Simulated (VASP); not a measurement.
# NaB: single point with PBE

NaB:

```xyz
2
Lattice="0.0000 2.6839 2.6839 2.6839 0.0000 2.6839 2.6839 2.6839 0.0000" Properties=species:S:1:pos:R:3 pbc="T T T"
Na    0.0000    0.0000    0.0000
B     2.6839    2.6839    2.6839
```

The cell comes from a database or a generator and needn't be the stable form of this composition.

- Program: VASP 6.6.1
- Task: single point
- Functional: PBE
- Potentials or basis: VASP PAW PBE potentials, release 64 (Na_pv, B)
- Cutoff: 520 eV
- k mesh: 16 × 16 × 16
- Occupations: gaussian, width 0.15 eV
- Spin: no spin polarisation

```
Pressure               : 0.3 GPa
Band gap on the k mesh : none (metal or under the smearing width)
```

Levels at points of the mesh, in eV from the Fermi level:
| k point | band 3 | band 4 | band 5 | band 6 | band 7 | band 8 |
| --- | --- | --- | --- | --- | --- | --- |
| (0.00, 0.00, 0.00) | -23.05 | -7.17 | 2.36 | 2.36 | 2.36 | 7.41 |
| (0.50, 0.00, 0.00) | -23.05 | -5.28 | -1.94 | 1.75 | 1.75 | 7.02 |
| (0.50, 0.50, 0.00) | -23.06 | -4.79 | -1.44 | 0.98 | 0.98 | 6.05 |

Wall time 21 s on 1 thread of Intel(R) Xeon(R) 6975P-C (Granite Rapids) (shared host), peak memory 0.18 GiB.
